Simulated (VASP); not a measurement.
Input:

```
CELL_PARAMETERS angstrom
      4.60506     0.00000     0.00000
      0.00000     4.60506     0.00000
      0.00000     0.00000     4.60506
ATOMIC_POSITIONS crystal
  Li 0.00000 0.50000 0.50000
  Li 0.50000 0.50000 0.00000
  Li 0.50000 0.00000 0.50000
  Ca 0.00000 0.00000 0.00000
```

The numbers are results of PBE GGA, VASP's PBE PAW potentials (set 64) (plane waves; VASP 6.6.1), not measurements. Run with 400 eV cut-off, 10×10×10 Γ-centred mesh, Fermi-Dirac smearing of 0.10 eV, potentials Li_sv Ca_sv.

Problem. Predict the energy per atom (σ→0), band gap (on the k-mesh) with the smallest direct gap where there is one.

Solution. 
```
Property                                                     Value
------------------------  ----------------------------------------
band gap (on the k-mesh)  none (metal, semimetal or under 0.01 eV)
energy per atom (σ→0)                               -1842 meV/atom
```

Total energies compare only between runs with the same potentials, cut-off and functional.

The structure was generated: Li3Ca was put into an ordered model structure, which need not be its known phase. The cell was not relaxed at this level. The electron count is odd and the run is not spin-polarised, which forces a metal.
